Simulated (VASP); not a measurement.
Consider the following.

```yaml
crystal:
  lattice:
    - [3.82576, 0.00000, 0.00000]
    - [-1.91288, 3.31321, 0.00000]
    - [0.00000, 0.00000, 6.45864]
  atoms:
    - { symbol: Sn, position: [0.00000, 0.00000, 0.00000] }
    - { symbol: Se, position: [0.66667, 0.33333, 0.75710] }
    - { symbol: Se, position: [0.33333, 0.66667, 0.24290] }
```

Method: PBE GGA, VASP's PBE PAW potentials (set 64) (plane waves; VASP 6.6.1). Numerical set-up: 300 eV cut-off, 7×7×4 Γ-centred mesh, Gaussian smearing of 0.010 eV, potentials Sn_d Se.

At this cut-off the stress carries a Pulay error, which pulls relaxed volumes low.

Task: Give the force on each atom (eV/Å).

Result: 
```csv
atom,Fx,Fy,Fz
Sn1,0.000,0.000,0.000
Se2,0.000,0.000,-0.373
Se3,0.000,0.000,0.373
```

Task: Give the stress tensor in GPa (positive for a compressed cell).

Result: 
```
2.59  0.00  0.00
0.00  2.59  0.00
0.00  0.00  2.75
```
The pressure is its mean diagonal, 2.65 GPa.

The structure comes from a computed database's SnSe2 entry; how it stands against other phases isn't given here. The cell was not relaxed at this level.
